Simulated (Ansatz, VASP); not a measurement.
# AgCl: VASP beside Ansatz

One calculation is typed for both programs; each brings its own data sets. How far apart do they land? The cell is taken from a series of runs on this material, whose earlier steps may have relaxed, scaled, displaced or heated it; both programs get it as it stands.

Method: plane waves, with VASP 6.6.1 beside it; r2SCAN, in Ansatz 0.2.0.

**1. Set-up**

The structure is cubic, space group Fm-3m (No. 225). Conventional cell: a = 5.545 Å, b = 5.545 Å, c = 5.545 Å, α = 90.00°, β = 90.00°, γ = 90.00°. Nearest to Ag lie 6 Cl at 2.77 Å. Nearest to Cl lie 6 Ag at 2.77 Å. Farther neighbours and most contacts between anions are not listed.

**2. Ansatz: zone-centre phonons, r2SCAN**

Ansatz runs on its default PAW (the set named soft_2) files.

Second derivatives magnify differences that forces hide, and they need a tight electronic threshold.

input.yaml

```yaml
crystal:
  lattice:
    - [0.0, 2.7726931745, 2.7726931745]
    - [2.7726931745, 0.0, 2.7726931745]
    - [2.7726931745, 2.7726931745, 0.0]
  atoms:
    - { symbol: Ag, position: [0.0, 0.0, 0.0] }
    - { symbol: Cl, position: [0.5, 0.5, 0.5] }
kpoints:
  mp_grid: { grid: [8, 8, 8] }
hamiltonian:
  xc: r2scan
scf:
  occupations: { method: fixed }
output:
  eigenvalues: true
phonons:
  method: dfpt
  dielectric: true
  rigid_motions: translations
```

Launch:

```
ansatz run input.yaml --threads 4 --pin off --max-ram 7168MiB --backend cpu --events-out ev --progress --plain --runs-dir out
```

Numbers of over 12 decimals in the logs are rounded to 6 here.

The log of the run:

```text
Engine: ansatz 0.2.0, aarch64-unknown-linux-gnu
Pseudopotentials: kind: paw
Pseudopotential: Ag, paw, valence charge 19, recommended cutoff 500 eV (meta_gga), Ag.paw.azcp
Pseudopotential: Cl, paw, valence charge 7, recommended cutoff 500 eV (meta_gga), Cl.paw.azcp
Functional definition: r2SCAN
  parameter k0 = 0.174
  parameter k1 = 0.065
  parameter a1 = 4.9479
  exchange = r2scan_x(k0 = k0, k1 = k1, a1 = a1)
  correlation = r2scan_c
Crystal: 2 atoms, lattice volume = 42.632 Å³
Basis set: ecut = 500 eV, 1067 PW (Γ), exchange–correlation on 150×150×150 points (125 copies of the dense FFT grid, shifted against one another)
Bands: 17, of which v1, the nominal top of the filled ones, is band 13 counted from 1 (12 counted from 0)
Symmetry: 48 space group operations
k-points: 59 of 512 (irreducible under 8 space group operations, time reversal used)
Non-local potential: Ag, projectors of the file, l = 0: 3, l = 1: 2, l = 2: 2, l = 3: 1
Non-local potential: Cl, projectors of the file, l = 0: 2, l = 1: 2, l = 2: 2
PAW form: soft (Blöchl's): semilocal exchange-correlation on the pseudo side does not see the compensation charge
PAW frozen core: Ag, regenerated for the run's functional (the file was generated under x = pbe(κ = 0.804, μ = 0.219515), c = pbe(β = 0.066725))
PAW frozen core: Cl, regenerated for the run's functional (the file was generated under x = pbe(κ = 0.804, μ = 0.219515), c = pbe(β = 0.066725))
PAW one-centre angular grid: Ag, 590 points (default); XC on 160 Gauss nodes
PAW one-centre angular grid: Cl, 302 points (default); XC on 160 Gauss nodes
Initial density: superposition of atomic densities (neutral atoms: chi_scale 0, normalization atom), corrected by the library's trained network
Initial wavefunctions: pseudopotential atomic-orbital guess
Functional: x = r2scan, c = r2scan; τ floored in thin density (d = 2e-4 eV/Å³)
SCF iter   1: F=—  HF=-8688.745478 eV  |F-HF|=—  |Δ(HF+E_count)|=         —  Δρ=7.85e-3  dr2=1.90e-2  dr2_τ=5.33e-3  ethr=1.77e-3  ⟨swp⟩=4.9  Hψ=4312  notcnv=0  defer=108
preconditioner: auto → none  [insulator: Δε(μ)=1.520 eV  Ē_g=11.696 eV  n_scr=14 (ndim 8)  ℏωp=24.1 eV  f_vac=0.031  ε∞_Penn≈5.3]
SCF iter   2: F=—  HF=-8688.747108 eV  |F-HF|=—  |Δ(HF+E_count)|=   1.63e-3  Δρ=4.26e-3  dr2=3.51e-3  dr2_τ=8.05e-4  ethr=7.33e-5  ⟨swp⟩=3.0  Hψ=1979  notcnv=0  defer=112
SCF iter   3: F=—  HF=-8688.746755 eV  |F-HF|=—  |Δ(HF+E_count)|=   3.53e-4  Δρ=1.99e-3  dr2=7.10e-4  dr2_τ=7.77e-5  ethr=1.35e-5  ⟨swp⟩=3.2  Hψ=1762  notcnv=0  defer=114
SCF iter   4: F=—  HF=-8688.746832 eV  |F-HF|=—  |Δ(HF+E_count)|=   7.70e-5  Δρ=7.95e-4  dr2=1.29e-4  dr2_τ=1.50e-5  ethr=2.73e-6  ⟨swp⟩=1.9  Hψ=1062  notcnv=0  defer=114
SCF iter   5: F=—  HF=-8688.746842 eV  |F-HF|=—  |Δ(HF+E_count)|=   9.98e-6  Δρ=1.59e-4  dr2=5.51e-6  dr2_τ=7.75e-7  ethr=4.96e-7  ⟨swp⟩=1.9  Hψ=1484  notcnv=0  defer=2
SCF iter   6: F=—  HF=-8688.746837 eV  |F-HF|=—  |Δ(HF+E_count)|=   4.97e-6  Δρ=1.92e-5  dr2=8.25e-8  dr2_τ=1.18e-8  ethr=2.12e-8  ⟨swp⟩=2.2  Hψ=1756  notcnv=0
SCF iter   7: F=—  HF=-8688.746845 eV  |F-HF|=—  |Δ(HF+E_count)|=   7.89e-6  Δρ=8.79e-7  dr2=1.87e-10  dr2_τ=8.25e-11  ethr=3.17e-10  ⟨swp⟩=2.0  Hψ=1502  notcnv=0
SCF iter   8: F=-8688.746845 eV  HF=-8688.746845 eV  |F-HF|=1.82e-12  |Δ(HF+E_count)|=  1.73e-10  Δρ=5.87e-8  dr2=5.17e-13  dr2_τ=5.55e-13  ethr=1.00e-12  ⟨swp⟩=6.9  Hψ=5500  notcnv=0
SCF 1 converged in 8 iterations: F = -8688.746845 eV  dr2 = 5.17e-13
  greatest PAW one-centre occupation: 1.003 electrons in one spin orbital (limit 2), on the Ag atom at site 0 (counted from 0), in its partial waves of l = 1
DFPT response loops at Γ: preconditioner auto → none (the input reference at scf.mixing.eps_inf says where Resta's filter doesn't serve); β = 0.50; Broyden in place of MSR1
── the response to a field inside a basis, on 8×8×8 k-points: an SCF that follows is theirs, and a resumed run solves both again ──
Bands: 14, of which v1, the nominal top of the filled ones, is band 13 counted from 1 (12 counted from 0)
k-points: 60 of 512 (irreducible under 12 space group operations)
Initial density: handed on by an earlier stage of this run
Initial wavefunctions: pseudopotential atomic-orbital guess (no wavefunctions were taken with the density)
Eigensolver: Dense (60 Hₖ)
SCF iter   1: F=—  HF=-8688.741897 eV  |F-HF|=—  |Δ(HF+E_count)|=         —  Δρ=1.36e-4  dr2=1.23e-6  dr2_τ=2.64e-6  ethr=1.00e-1
preconditioner: auto → none  [insulator: Δε(μ)=1.725 eV  Ē_g=8.496 eV  n_scr=14 (ndim 8)  ℏωp=24.1 eV  f_vac=0.035  ε∞_Penn≈9.1]
SCF iter   2: F=—  HF=-8688.741899 eV  |F-HF|=—  |Δ(HF+E_count)|=   2.44e-6  Δρ=6.77e-5  dr2=3.83e-7  dr2_τ=3.65e-7  ethr=4.73e-9
SCF iter   3: F=-8688.741900 eV  HF=-8688.741900 eV  |F-HF|=1.11e-7  |Δ(HF+E_count)|=   4.82e-7  Δρ=2.70e-5  dr2=8.60e-8  dr2_τ=6.22e-8  ethr=1.47e-9
SCF 1 converged in 3 iterations: F = -8688.741900 eV  dr2 = 8.60e-8
DFPT response loops at Γ: mixed as the last ones told, above
SCF converged after 8 iterations
Free energy (F): -8688.746845 eV
Harris-Foulkes:  -8688.746845 eV  (|F-HF|=1.82e-12)
Internal energy: -8688.746845 eV  (E = F + TS)
E sigma→0 (E₀):  -8688.746845 eV
Fermi energy:    7.798582 eV
--- Per-component energies (eV) ---
  E_band       = -382.120903
  E_kinetic    = 689.626870
  E_local      = -3214.667018  (includes V_loc(G=0)·N_el)
  E_nonlocal   = 114.253804
  E_hartree    = 1412.992871
  E_xc         = -280.435195
  E_vxc        = -394.107795  (∫ρ·V_xc dr)
  E_paw        = -4592.902994  (= ΣΔE_a)
  E_vpaw       = -428.697245  (= ΣTr[D̂ρ^β])
  E_aug_tail   = 0.000117  (compensation charges beyond the density's cutoff)
  E_vtau       = 25.484628  (kinetic-family band-sum trace: ∫τ·v_τ [+ j·A + Jᵃ·Aᵃ] dr)
  E_ewald      = -2816.969582
  E_core_change = -0.645718  (= ΣΔE_core)
  E_smearing   = -0.000000  (= −TS)
  E_closure    = -0.000000  (closes the sum)
  Σ components = -8688.746845   (vs F -8688.746845, Δ=0.00e0)
--- Band table (eV; the first three rows and the last of 59) ---
  k-point 0: bands = [... 9 lower, 5.3908, 5.3908, 5.3993, 5.3993, 9.2738, 18.9965, 18.9965, 18.9965]
  k-point 1: bands = [... 9 lower, 5.3980, 5.6299, 6.2130, 6.2130, 9.9600, 17.7030, 18.7614, 18.7614]
  k-point 2: bands = [... 9 lower, 5.5204, 5.7911, 6.9896, 6.9896, 11.2809, 16.1106, 17.5591, 17.5591]
  k-point 58: bands = [... 9 lower, 5.7854, 5.8159, 5.8451, 6.6599, 12.5624, 16.1648, 16.1648, 16.5195]
--- Phonons (Γ-DFPT): 2 representative perturbations + reference, on 59 of 512 k-points (Σ response iterations 12) ---
  k mesh reduced under 8 symmetry operations, with k and −k counted as one. Each operation leaves every solved perturbation unchanged. A smaller set is not considered because the functional reads the kinetic-energy density
  ASR residual: 1.521e-5 → 0.000e0 eV/Å²; symmetrization residual: 1.065e-5 eV/Å²
  ASR residual per site (eV/Å²): 1.22e-5 1.52e-5
  Γ frequencies (cm⁻¹): 0.00 0.00 0.00 115.26 115.26 115.26
  ε∞ (high-frequency dielectric tensor):
        4.522757     0.000000     0.000000
        0.000000     4.522757     0.000000
        0.000000     0.000000     4.522757
  ε⁰ (static dielectric tensor: ions relaxed, cell fixed):
       10.956847    -0.000000     0.000000
       -0.000000    10.956847     0.000000
        0.000000     0.000000    10.956847
  ε⁰ − ε∞ (ionic part):
        6.434090    -0.000000     0.000000
       -0.000000     6.434090     0.000000
        0.000000     0.000000     6.434090
  softest optical mode at Γ: 115.26 cm⁻¹; the repairs (sum rule, projections) moved no ω² at Γ by more than (0.78 cm⁻¹)²
  Born effective charges Z* (e; rows j = field, columns β = displacement):
    site 0:
         1.40565   -0.00000    0.00000
         0.00000    1.40565    0.00000
         0.00000    0.00000    1.40565
    site 1:
        -1.40565    0.00000   -0.00000
        -0.00000   -1.40565   -0.00000
        -0.00000   -0.00000   -1.40565
  Z* charge neutrality: 9.031e-5 e pre-enforcement
  solved inside a basis spanned on kpoints, on 8×8×8 k-points, its susceptibility summed on 12×12×12: ε∞ is read to err by 1.2e-2, Z* by 1.9e-2 e (field_mesh: kpoints solves on kpoints); Z* is corrected for what the basis lacks
  optical modes at Γ without the LO–TO term, one row a degenerate level:
      ω (cm⁻¹)  modes    IR ((D/Å)²/amu)
        115.26      3             5.1254
  optical modes at Γ + LO–TO along q̂ = [1.0000, 0.0000, 0.0000]:
      ω (cm⁻¹)  modes    IR ((D/Å)²/amu)
        115.26      2             3.4169
        179.40      1             1.7085
  optical modes at Γ + LO–TO along q̂ = [0.0000, 1.0000, 0.0000]:
      ω (cm⁻¹)  modes    IR ((D/Å)²/amu)
        115.26      2             3.4169
        179.40      1             1.7085
  optical modes at Γ + LO–TO along q̂ = [0.0000, 0.0000, 1.0000]:
      ω (cm⁻¹)  modes    IR ((D/Å)²/amu)
        115.26      2             3.4169
        179.40      1             1.7085
```

(Continued in part 2 of 2.)

[Lines on the potential files, build, host, timing and source positions are cut from VASP's logs without a mark.]

[Logs are printed without paths, hosts, clocks, repeated set-up lines and the standing remarks that a program may print on its own settings, such as how far it seeks lower states.]

[Hosts, paths, dates, database ids (printed as entryN), source tags and the programs' standing remarks are cut or masked in the printed files.]
